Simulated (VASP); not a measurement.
Given:

```
CELL_PARAMETERS angstrom
      0.00000     2.67466     2.67466
      2.67466     0.00000     2.67466
      2.67466     2.67466     0.00000
ATOMIC_POSITIONS crystal
  Ag 0.00000 0.00000 0.00000
  Cl 0.50000 0.50000 0.50000
```

Level of theory: LDA (Ceperley-Alder, Perdew-Zunger), VASP's LDA PAW potentials (set 64) (plane waves; VASP 6.6.1). Settings: 530 eV cut-off, 8×8×8 Γ-centred mesh, Gaussian smearing of 0.050 eV, potentials Ag Cl.

Question: Give the elastic stiffness tensor with the ions relaxed (GPa, in the frame of the cell).

Answer: 
```tsv
	xx	yy	zz	yz	xz	xy
xx	101	56.5	56.5	0.0	0.0	0.0
yy	56.5	101	56.5	0.0	0.0	0.0
zz	56.5	56.5	101	0.0	0.0	0.0
yz	0.0	0.0	0.0	4.3	0.0	0.0
xz	0.0	0.0	0.0	0.0	4.3	0.0
xy	0.0	0.0	0.0	0.0	0.0	4.3
```

Question: Predict the Hill bulk modulus, Hill shear modulus, Young's modulus, Poisson's ratio.

Answer: 
The Hill bulk modulus is 71.3 GPa and the Hill shear modulus is 8.9 GPa. The Young's modulus comes out as 25.7 GPa and the Poisson's ratio is 0.440.

The compound is AgCl in the rock salt structure. It was relaxed first, which changed the volume by -10 %.
